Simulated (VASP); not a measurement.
Data:

```
CELL_PARAMETERS angstrom
      2.21632     1.27959     7.23134
     -2.21632     1.27959     7.23134
      0.00000    -2.55918     7.23134
ATOMIC_POSITIONS crystal
  Te 0.50000 0.50000 0.50000
  Pb 0.74468 0.74468 0.74468
  Pb 0.25532 0.25532 0.25532
  Se 0.00000 0.00000 0.00000
```

Calculation: PBEsol GGA, VASP's PBE PAW potentials (set 64) (plane waves; VASP). Run with 400 eV cut-off, Gaussian smearing of 0.050 eV, potentials Te Pb_d Se.

Unless said otherwise, spin-orbit coupling is left out, though it shifts the bands of the heavy elements here.

Problem. Estimate the band gap (along the path) with the smallest direct gap where there is one.

Solution. 
```
Item                                    Value
------------------------------------  -------
band gap (along the path)             0.41 eV
smallest direct gap (along the path)  0.42 eV
```

Only differences to runs with the same potentials and settings are physical.

The structure comes from a computed database's TePb2Se entry (R-3m); how it stands against other phases isn't given here. It was relaxed first.
